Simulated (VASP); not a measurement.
An input for Ansatz (written as the equivalent of a VASP run, and not itself run):

Ansatz 0.2 input:
```yaml
crystal:
  lattice:
    - [3.5145000, 0.0000000, 0.0000000]
    - [0.0000000, 4.9702530, 0.0000000]
    - [0.0000000, 0.0000000, 16.2755000]
  atoms:
    - { symbol: Fe, position: [0.0000000, 0.4581630, 0.3843260], spin: 4 }
    - { symbol: Fe, position: [0.0000000, 0.9581630, 0.5385580], spin: 4 }
    - { symbol: Fe, position: [0.0000000, 0.4581630, 0.6927900], spin: 4 }
    - { symbol: Ni, position: [0.5000000, 0.2081630, 0.3072100], spin: 2 }
    - { symbol: Ni, position: [0.5000000, 0.7081630, 0.3072100], spin: 2 }
    - { symbol: Ni, position: [0.0000000, 0.9581630, 0.3843260], spin: 2 }
    - { symbol: Ni, position: [0.5000000, 0.7081630, 0.4614420], spin: 2 }
    - { symbol: Ni, position: [0.5000000, 0.2081630, 0.4614420], spin: 2 }
    - { symbol: Ni, position: [0.0000000, 0.4581630, 0.5385580], spin: 2 }
    - { symbol: Ni, position: [0.5000000, 0.2081630, 0.6156740], spin: 2 }
    - { symbol: Ni, position: [0.5000000, 0.7081630, 0.6156740], spin: 2 }
    - { symbol: Ni, position: [0.0000000, 0.9581630, 0.6927900], spin: 2 }
kpoints:
  mp_grid: { grid: [5, 3, 1] }
hamiltonian:
  xc: pbe
  pseudopotentials: { kind: paw }
magnetization: { spin_polarized: true }
scf:
  occupations: { method: gaussian, width: 0.05 }
  max_iter: 100
output: { forces: true, stress: true, eigenvalues: true }
```

**Question.** Translate this input to VASP (INCAR, KPOINTS, POSCAR, choice of POTCAR).

**Answer.** One answer among several that fit: 
### INCAR
```
SYSTEM = FeNi3
PREC = Accurate
ENCUT = 300
EDIFF = 1E-6
NELM = 100
ALGO = Normal
LREAL = .FALSE.
LASPH = .TRUE.
ISMEAR = 0
SIGMA = 0.05
GGA = PE
LMAXMIX = 4
LWAVE = .FALSE.
LCHARG = .FALSE.
ISIF = 2
ISPIN = 2
MAGMOM = 4.0 4.0 4.0 2.0 2.0 2.0 2.0 2.0 2.0 2.0 2.0 2.0
LORBIT = 11
```

KPOINTS:
```
Automatic mesh
0
G
5 3 1
0 0 0
```

### POSCAR
```
FeNi3
1
    3.5145000000     0.0000000000     0.0000000000
    0.0000000000     4.9702530000     0.0000000000
    0.0000000000     0.0000000000    16.2755000000
Fe Ni
3 9
Direct
  0.0000000000   0.4581630000   0.3843260000
  0.0000000000   0.9581630000   0.5385580000
  0.0000000000   0.4581630000   0.6927900000
  0.5000000000   0.2081630000   0.3072100000
  0.5000000000   0.7081630000   0.3072100000
  0.0000000000   0.9581630000   0.3843260000
  0.5000000000   0.7081630000   0.4614420000
  0.5000000000   0.2081630000   0.4614420000
  0.0000000000   0.4581630000   0.5385580000
  0.5000000000   0.2081630000   0.6156740000
  0.5000000000   0.7081630000   0.6156740000
  0.0000000000   0.9581630000   0.6927900000
```

POTCAR, in this order: Fe Ni (PBE.64 set). Program: vasp_std.

The two are equivalent in intent, not identical: each code has its own PAW files, so the cut-off isn't converted (ENCUT is set for VASP's; basis.ecutwfc is left out, and Ansatz then takes the one that its files recommend); Ansatz stops its SCF on the density residual and VASP on the energy change (EDIFF).

The cell is a sheet with vacuum, built from a generated structure.
